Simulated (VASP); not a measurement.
An input for Quantum ESPRESSO's pw.x (written as the equivalent of a VASP run, and not itself run):

```
&CONTROL
  calculation = 'vc-relax'
  pseudo_dir = './pseudo'
  outdir = './out'
  tprnfor = .true.
  tstress = .true.
  nstep = 60
  forc_conv_thr = 0.00078
/
&SYSTEM
  ibrav = 0
  nat = 3
  ntyp = 2
  ecutwfc = 84
  occupations = 'smearing'
  smearing = 'gaussian'
  degauss = 0.003675
  input_dft = 'vdw-df2-b86r'
/
&ELECTRONS
  conv_thr = 7.3e-08
  electron_maxstep = 100
/
&IONS
/
&CELL
/
ATOMIC_SPECIES
  Zr 91.224 Zr.upf
  O 15.999 O.upf
CELL_PARAMETERS angstrom
     0.0000000    2.5336762    2.5336762
     2.5336762   -0.0000000    2.5336762
     2.5336762    2.5336762    0.0000000
ATOMIC_POSITIONS crystal
  Zr   0.0000000  0.0000000  0.0000000
  O    0.2500000  0.2500000  0.2500000
  O    0.7500000  0.7500000  0.7500000
K_POINTS automatic
  7 7 7 0 0 0
```

Question: Translate this input to VASP (INCAR, KPOINTS, POSCAR, choice of POTCAR).

Answer: One answer among several that fit: 
### POSCAR
```
ZrO2
1
    0.0000000000     2.5336762499     2.5336762499
    2.5336762499    -0.0000000000     2.5336762499
    2.5336762499     2.5336762499     0.0000000000
Zr O
1 2
Direct
  0.0000000000   0.0000000000   0.0000000000
  0.2500000000   0.2500000000   0.2500000000
  0.7500000000   0.7500000000   0.7500000000
```

File KPOINTS:
```
Automatic mesh
0
Gamma
7 7 7
0 0 0
```

**INCAR**
```
# general
SYSTEM    =  ZrO2
PREC      =  Accurate
ENCUT     =  520   # plane-wave cut-off (eV)
LREAL     =  .False.
LASPH     =  .True.   # aspherical one-centre terms

# electronic loop
EDIFF     =  1E-6   # SCF stop (eV)
NELM      =  100   # most electronic steps
ALGO      =  Normal
LMAXMIX   =  4   # l cut-off of mixed one-centre charges

# smearing
ISMEAR    =  0
SIGMA     =  0.05

# functional
GGA       =  MK
LUSE_VDW  =  .True.
AGGAC     =  0.0
PARAM1    =  0.1234568
PARAM2    =  0.7114
ZAB_VDW   =  -1.8867

# ions
IBRION    =  2   # conjugate gradients
NSW       =  60
ISIF      =  3
EDIFFG    =  -0.02

# output
LWAVE     =  .False.
LCHARG    =  .False.
```

POTCAR, in this order: Zr_sv O (PBE.64 set). Program: vasp_std.

What does not carry over: the potentials are each code's own (VASP's PAW set, PseudoDojo norm-conserving files in pw.x), so ENCUT and ecutwfc are chosen apart and not converted; conv_thr bounds pw.x's estimated SCF error, while EDIFF bounds the energy change between steps; forc_conv_thr acts on force components and is met together with etot_conv_thr.

The compound is ZrO2 in the fluorite structure, the high-temperature cubic form, which is unstable at 0 K; the monoclinic form is the stable one. This run relaxes it. Symmetry was kept, so distortions that lower it aren't found. The start is the result of an earlier pass.
